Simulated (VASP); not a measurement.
**The defect Pt_Cd in Na2CdCl4 (Pbam)**

Aim: the formation energy and local structure of the defect Pt_Cd in Na2CdCl4 (Pbam). The start is a computed cell from the Materials Project.

Method: PBEsol; plane waves and PAW (Na, Cd, Cl), in the first sound run; inputs show where later runs differ, in VASP 6.6.1.

This is a report of a sequence of runs, with most program output left out.

### Step 1. The host crystal

It takes space group Pbam (No. 55, orthorhombic). Conventional cell: a = 7.005 Å, b = 11.943 Å, c = 3.930 Å, α = 90.00°, β = 90.00°, γ = 90.00°. Nearest to Na lie 7 Cl at 2.81 to 3.44 Å. Nearest to Cd lie 6 Cl at 2.60 to 2.67 Å. Cl has 2 Cd at 2.67 Å and 3 Na at 2.91 to 3.44 Å nearest. Cl has 1 Cd at 2.60 Å and 4 Na at 2.81 to 2.82 Å nearest. Farther neighbours and most contacts between anions are not listed.

Structure file:

```cif
data_structure
_symmetry_space_group_name_H-M 'Pbam'
_symmetry_Int_Tables_number 55
_cell_length_a 7.0048
_cell_length_b 11.9426
_cell_length_c 3.9302
_cell_angle_alpha 90.000
_cell_angle_beta 90.000
_cell_angle_gamma 90.000
_cell_volume 328.78
loop_
_atom_site_label
_atom_site_type_symbol
_atom_site_symmetry_multiplicity
_atom_site_Wyckoff_symbol
_atom_site_fract_x
_atom_site_fract_y
_atom_site_fract_z
_atom_site_occupancy
Na1 Na 4 h 0.08802 0.68352 0.50000 1
Cd1 Cd 2 a 0.50000 0.50000 0.00000 1
Cl1 Cl 4 h 0.74798 0.54385 0.50000 1
Cl2 Cl 4 g 0.12595 0.20437 0.00000 1
```

### Step 2. The host at zero pressure

The later steps need the crystal at this functional's own lattice; a raised cutoff keeps the stress reliable while the cell changes.

The input, INCAR:

```
SYSTEM = Na2CdCl4
PREC = Normal
ENCUT = 360
EDIFF = 1E-05
NELM = 120
ISMEAR = 0
SIGMA = 0.05
LREAL = Auto
ALGO = Fast
GGA = PS
NBANDS = 56
LORBIT = 11
LWAVE = .FALSE.
LCHARG = .FALSE.
KPAR = 2
NCORE = 2
IBRION = 2
NSW = 40
ISIF = 3
EDIFFG = -0.03
POTIM = 0.4
```

The input, POSCAR:

```
Na2CdCl4
1.0
    7.0048088000      0.0000000000      0.0000000000
    0.0000000000     11.9425902000      0.0000000000
    0.0000000000      0.0000000000      3.9301640000
Na Cd Cl
4 2 8
Direct
    0.0880213800      0.6835188900      0.5000000000
    0.9119786200      0.3164811100      0.5000000000
    0.4119786200      0.1835188900      0.5000000000
    0.5880213800      0.8164811100      0.5000000000
    0.5000000000      0.5000000000      0.0000000000
    0.0000000000      0.0000000000      0.0000000000
    0.7479776700      0.5438460200      0.5000000000
    0.2520223300      0.4561539800      0.5000000000
    0.1259451700      0.2043722900      0.0000000000
    0.8740548300      0.7956277100      0.0000000000
    0.6259451700      0.2956277100      0.0000000000
    0.3740548300      0.7043722900      0.0000000000
    0.2479776700      0.9561539800      0.5000000000
    0.7520223300      0.0438460200      0.5000000000
```

The input, KPOINTS:

```
Automatic mesh
0
Gamma
2 2 4
0 0 0
```

The projector-augmented-wave data sets are Na, Cd and Cl (PBE family, release 64).

Launch:

```console
mpirun -np 4 vasp_std
```

Elapsed: 3.8 min, on 4 MPI ranks of AMD EPYC 7R43, shared host; peak memory 0.67 GiB.

The gap is read on the k-mesh alone, so it is an upper bound where the band edges lie off the mesh. The PAW data sets were made with PBE, which is usual practice but a small mismatch for other functionals. The data set Na keeps the semicore shell frozen, which is cheaper and a little less accurate. The run keeps the 8 symmetry operations of its start, so it cannot find a distortion of lower symmetry.

Step by step:

```
step  energy less that of the first step (eV)  largest force (eV/Å)  pressure (GPa)  volume (Å³)
   1                                   0.0000                0.0920           -0.92       328.78
   2                                  -0.0210                0.0122           -0.35       323.66
   3                                  -0.0230                0.0637            0.08       320.37
   4                                  -0.0234                0.0474           -0.02       321.25
   5                                  -0.0234                0.0437           -0.03       321.40
   6                                  -0.0240                0.0388           -0.05       321.11
   7                                  -0.0253                0.0093           -0.01       320.22
```

```
conventional cell, symmetrised  before   after  change
                         a (Å)   7.005   6.937  -1.0 %
                         b (Å)  11.943  11.838  -0.9 %
                         c (Å)   3.930   3.899  -0.8 %
              volume (Å³/atom)   23.48   22.87  -2.6 %
```

Final coordinates:

```cif
data_structure
_symmetry_space_group_name_H-M 'P 1'
_symmetry_Int_Tables_number 1
_cell_length_a 6.9373
_cell_length_b 11.8376
_cell_length_c 3.8993
_cell_angle_alpha 90.000
_cell_angle_beta 90.000
_cell_angle_gamma 90.000
_cell_volume 320.22
loop_
_atom_site_label
_atom_site_type_symbol
_atom_site_fract_x
_atom_site_fract_y
_atom_site_fract_z
_atom_site_occupancy
Na1 Na 0.08827 0.68338 0.50000 1
Na2 Na 0.91173 0.31662 0.50000 1
Na3 Na 0.41173 0.18338 0.50000 1
Na4 Na 0.58827 0.81662 0.50000 1
Cd5 Cd 0.50000 0.50000 0.00000 1
Cd6 Cd 0.00000 0.00000 0.00000 1
Cl7 Cl 0.74827 0.54384 0.50000 1
Cl8 Cl 0.25173 0.45616 0.50000 1
Cl9 Cl 0.12613 0.20463 0.00000 1
Cl10 Cl 0.87387 0.79537 0.00000 1
Cl11 Cl 0.62613 0.29537 0.00000 1
Cl12 Cl 0.37387 0.70463 0.00000 1
Cl13 Cl 0.24827 0.95616 0.50000 1
Cl14 Cl 0.75173 0.04384 0.50000 1
```

A gap read on the k-mesh alone can miss the band edges.

This step gave:

- electronic cycles: 51
- electrons: 84
- free energy (TOTEN): -45.05 eV
- Fermi energy: 0.2562 eV
- labelled metallic, from the levels on this mesh: no
- gap on the k-mesh: 3.675 eV
- least direct gap on the k-mesh: 3.675 eV

The run ended after 7 ionic steps, 0.025 eV below its first step, once forces and stress met EDIFFG = -0.03.

### Step 3. The host's dielectric tensor, for the charge correction

Charged cells interact with their images through the host's screening, so the correction needs its dielectric constant.

The input, INCAR:

```
SYSTEM = Na2CdCl4
PREC = Accurate
ENCUT = 300
EDIFF = 1E-08
NELM = 120
ISMEAR = 0
SIGMA = 0.05
LREAL = .FALSE.
ALGO = Normal
GGA = PS
NBANDS = 56
LWAVE = .FALSE.
LCHARG = .FALSE.
KPAR = 4
LEPSILON = .TRUE.
IBRION = 8
NSW = 1
```

The input, POSCAR:

```
Na2CdCl4
1.0
    6.9373495641      0.0000000000      0.0000000000
    0.0000000000     11.8375573621      0.0000000000
    0.0000000000      0.0000000000      3.8993147329
Na Cd Cl
4 2 8
Direct
    0.0882721413      0.6833758371      0.5000000000
    0.9117278587      0.3166241629      0.5000000000
    0.4117278587      0.1833758371      0.5000000000
    0.5882721413      0.8166241629      0.5000000000
    0.5000000000      0.5000000000      0.0000000000
    0.0000000000      0.0000000000      0.0000000000
    0.7482696536      0.5438426545      0.5000000000
    0.2517303464      0.4561573455      0.5000000000
    0.1261284663      0.2046266138      0.0000000000
    0.8738715337      0.7953733862      0.0000000000
    0.6261284663      0.2953733862      0.0000000000
    0.3738715337      0.7046266138      0.0000000000
    0.2482696536      0.9561573455      0.5000000000
    0.7517303464      0.0438426545      0.5000000000
```

The input, KPOINTS:

```
Automatic mesh
0
Gamma
4 2 6
0 0 0
```

Launch:

```console
mpirun -np 4 vasp_std
```

Run time: 46 min. Hardware: 4 MPI ranks.

The run was stopped at its time limit, so it gives no result of its own.

### Step 4. The supercell without the defect

System of this step: Na2CdCl4 (Pbam). The cell holds 42 atoms: 12 Na, 6 Cd and 24 Cl. Cell: a = 6.937 Å, b = 11.838 Å, c = 11.698 Å, α = 90.0°, β = 90.0°, γ = 90.0°. It derives from Na2CdCl4 (Na2CdCl4 (Pbam)).

The same cell, mesh and cutoff without the defect give the energy to subtract and, in a gapped host, the band edges to count from, so that most errors cancel.

The input, INCAR:

```
SYSTEM = Na2CdCl4
PREC = Normal
ENCUT = 300
EDIFF = 1E-05
NELM = 120
ISMEAR = 0
SIGMA = 0.05
LREAL = Auto
ALGO = Fast
GGA = PS
LORBIT = 11
LWAVE = .FALSE.
LCHARG = .FALSE.
NCORE = 4
```

The input, POSCAR:

```
Na2CdCl4
1.0
    6.9373495641      0.0000000000      0.0000000000
    0.0000000000     11.8375573621      0.0000000000
    0.0000000000      0.0000000000     11.6979441987
Na Cd Cl
12 6 24
Direct
    0.0882721413      0.6833758371      0.1666666667
    0.0882721413      0.6833758371      0.5000000000
    0.0882721413      0.6833758371      0.8333333333
    0.9117278587      0.3166241629      0.1666666667
    0.9117278587      0.3166241629      0.5000000000
    0.9117278587      0.3166241629      0.8333333333
    0.4117278587      0.1833758371      0.1666666667
    0.4117278587      0.1833758371      0.5000000000
    0.4117278587      0.1833758371      0.8333333333
    0.5882721413      0.8166241629      0.1666666667
    0.5882721413      0.8166241629      0.5000000000
    0.5882721413      0.8166241629      0.8333333333
    0.5000000000      0.5000000000      0.0000000000
    0.5000000000      0.5000000000      0.3333333333
    0.5000000000      0.5000000000      0.6666666667
    0.0000000000      0.0000000000      0.0000000000
    0.0000000000      0.0000000000      0.3333333333
    0.0000000000      0.0000000000      0.6666666667
    0.7482696536      0.5438426545      0.1666666667
    0.7482696536      0.5438426545      0.5000000000
    0.7482696536      0.5438426545      0.8333333333
    0.2517303464      0.4561573455      0.1666666667
    0.2517303464      0.4561573455      0.5000000000
    0.2517303464      0.4561573455      0.8333333333
    0.1261284663      0.2046266138      0.0000000000
    0.1261284663      0.2046266138      0.3333333333
    0.1261284663      0.2046266138      0.6666666667
    0.8738715337      0.7953733862      0.0000000000
    0.8738715337      0.7953733862      0.3333333333
    0.8738715337      0.7953733862      0.6666666667
    0.6261284663      0.2953733862      0.0000000000
    0.6261284663      0.2953733862      0.3333333333
    0.6261284663      0.2953733862      0.6666666667
    0.3738715337      0.7046266138      0.0000000000
    0.3738715337      0.7046266138      0.3333333333
    0.3738715337      0.7046266138      0.6666666667
    0.2482696536      0.9561573455      0.1666666667
    0.2482696536      0.9561573455      0.5000000000
    0.2482696536      0.9561573455      0.8333333333
    0.7517303464      0.0438426545      0.1666666667
    0.7517303464      0.0438426545      0.5000000000
    0.7517303464      0.0438426545      0.8333333333
```

The input, KPOINTS:

```
Automatic mesh
0
Gamma
2 1 1
0 0 0
```

Launch:

```console
mpirun -np 4 vasp_std
```

Wall time 1.7 min (4 MPI ranks); peak memory 0.53 GiB; 6.6 min of CPU time.

Numbers from this step:

```yaml
electronic_cycles: 18
electrons: 252
free_energy_toten: -134.9413 eV
fermi_energy: 0.2314 eV
gap_on_the_k_mesh: 3.670 eV
```

No direct gap is given, since this cell folds other wave vectors onto the zone centre.

The perfect cell has a gap of 3.67 eV on this mesh, with its valence-band top at -0.021 eV, and only the neutral defect is run.

### Step 5. Reference Cd

This step: PBEsol; plane waves and PAW (Cd) (VASP 6.6.1).

System of this step: Cd. Symmetry: P6_3/mmc, No. 194, hexagonal system. The conventional cell has a = 2.980 Å, b = 2.980 Å, c = 5.620 Å, α = 90.00°, β = 90.00°, γ = 120.00°. Nearest to Cd lie 12 Cd at 2.98 to 3.29 Å.

The reference for Cd is its crystal, relaxed at the cutoff of the large cell.

The input, INCAR:

```
SYSTEM = Cd
PREC = Normal
ENCUT = 300
EDIFF = 1E-05
NELM = 120
ISMEAR = 1
SIGMA = 0.1
LREAL = Auto
ALGO = Fast
GGA = PS
NBANDS = 18
LORBIT = 11
LWAVE = .FALSE.
LCHARG = .FALSE.
KPAR = 4
IBRION = 2
NSW = 25
ISIF = 3
EDIFFG = -0.02
POTIM = 0.4
```

The input, POSCAR:

```
Cd
1.0
    2.9800000000      0.0000000000      0.0000000000
   -1.4900000000      2.5807557033      0.0000000000
    0.0000000000      0.0000000000      5.6202800000
Cd
2
Direct
    0.0000000000      0.0000000000      0.0000000000
    0.3333333333      0.6666666667      0.5000000000
```

The input, KPOINTS:

```
Automatic mesh
0
Gamma
10 10 5
0 0 0
```

Potentials, in the order of the species: Cd (PBE family, release 64).

Launch:

```console
mpirun -np 4 vasp_std
```

The job ended after 27 s (4 MPI ranks; peak memory 0.36 GiB).

The k-mesh is coarse for a metal. The run keeps the 24 symmetry operations of its start, so it cannot find a distortion of lower symmetry.

The steps of the relaxation:

```
step  energy less that of the first step (eV)  largest force (eV/Å)  pressure (GPa)  volume (Å³)
   1                                   0.0000                0.0000           -1.31        43.22
   2                                  -0.0051                0.0000           -0.26        42.35
   3                                  -0.0053                0.0000            0.23        42.02
   4                                  -0.0053                0.0000            0.18        42.09
   5                                  -0.0053                0.0000            0.10        42.14
   6                                  -0.0053                0.0000            0.11        42.12
   7                                  -0.0058                0.0000            0.02        42.13
   8                                  -0.0059                0.0000           -0.06        42.14
```

```
conventional cell, symmetrised  before  after  change
                         a (Å)   2.980  2.970  -0.3 %
                         b (Å)   2.980  2.970  -0.3 %
                         c (Å)   5.620  5.516  -1.9 %
              volume (Å³/atom)   21.61  21.07  -2.5 %
```

The relaxed structure:

```
Cd
1.0
     2.97024    0.00000    0.00000
    -1.48512    2.57230    0.00000
     0.00000    0.00000    5.51592
Cd
2
Cartesian
  0.0000 0.0000 0.0000
  0.0000 1.7149 2.7580
```

This step gave:

* electronic cycles: 42
* electrons: 24
* free energy (TOTEN): -2.422 eV
* Fermi energy: 2.849 eV
* labelled metallic, from the levels on this mesh: yes

The run ended after 8 ionic steps, 0.006 eV below its first step, once forces and stress met EDIFFG = -0.02.

The edges of the cell as typed change unequally, by -1.9 to -0.3 %. In a metal that hangs on the k mesh, which was not refined here; the energy is less touched by it than the shape.

Energy at zero smearing: -2.42189 eV.

### Step 6. Reference Pt

This step: PBEsol; plane waves and PAW (Pt) (VASP 6.6.1).

System of this step: Pt. It takes space group Fm-3m (No. 225, cubic). Conventional cell: a = 3.920 Å, b = 3.920 Å, c = 3.920 Å, α = 90.00°, β = 90.00°, γ = 90.00°. Nearest to Pt lie 12 Pt at 2.77 Å.

The reference for Pt is its crystal, relaxed at the cutoff of the large cell.

INCAR: that of step 5 with these lines changed.

```diff
@@ -1,2 +1,2 @@
-SYSTEM = Cd
+SYSTEM = Pt
 PREC = Normal
@@ -10,3 +10,3 @@
 GGA = PS
-NBANDS = 18
+NBANDS = 11
 LORBIT = 11
```

The input, POSCAR:

```
Pt
1.0
    0.0000000000      1.9600000000      1.9600000000
    1.9600000000      0.0000000000      1.9600000000
    1.9600000000      1.9600000000      0.0000000000
Pt
1
Direct
    0.0000000000      0.0000000000      0.0000000000
```

The input, KPOINTS:

```
Automatic mesh
0
Gamma
12 12 12
0 0 0
```

The projector-augmented-wave data sets are Pt (PBE family, release 64).

Launch:

```console
mpirun -np 4 vasp_std
```

It took 7.4 s on 4 MPI ranks; peak memory 0.3 GiB.

The run keeps the 48 symmetry operations of its start, so it cannot find a distortion of lower symmetry.

Step by step:

```
step  energy less that of the first step (eV)  largest force (eV/Å)  pressure (GPa)  volume (Å³)
   1                                   0.0000                0.0000           -1.30        15.06
   2                                   0.0010                0.0000            2.67        14.85
   3                                  -0.0002                0.0000           -0.01        14.99
```

```
conventional cell, symmetrised  before  after  change
                         a (Å)   3.920  3.914  -0.1 %
                         b (Å)   3.920  3.914  -0.1 %
                         c (Å)   3.920  3.914  -0.1 %
              volume (Å³/atom)   15.06  14.99  -0.4 %
```

The relaxed structure:

```cif
data_structure
_symmetry_space_group_name_H-M 'P 1'
_symmetry_Int_Tables_number 1
_cell_length_a 2.7678
_cell_length_b 2.7678
_cell_length_c 2.7678
_cell_angle_alpha 60.000
_cell_angle_beta 60.000
_cell_angle_gamma 60.000
_cell_volume 14.99
loop_
_atom_site_label
_atom_site_type_symbol
_atom_site_fract_x
_atom_site_fract_y
_atom_site_fract_z
_atom_site_occupancy
Pt1 Pt 0.00000 0.00000 0.00000 1
```

This step gave:

```
electronic cycles       : 21
electrons               : 10
free energy (TOTEN)     : -6.972 eV
energy at zero smearing : -6.971 eV
Fermi energy            : 11.24 eV
```

The run ended after 3 ionic steps, 0.000 eV below its first step, once forces and stress met EDIFFG = -0.02.

Energy at zero smearing: -6.97077 eV.

(Continued in part 2 of 2.)

[Lines on the potential files, build, host, timing and source positions are cut from VASP's logs without a mark.]

[Logs are printed without paths, hosts, clocks, repeated set-up lines and the standing remarks that a program may print on its own settings, such as how far it seeks lower states.]

[Hosts, paths, dates, database ids (printed as entryN), source tags and the programs' standing remarks are cut or masked in the printed files.]

[In band tables of VASP the shares of atoms and orbitals are scaled to a sum of 1 inside the atoms' spheres.]

[Runs that stopped without an error message from VASP are left out.]
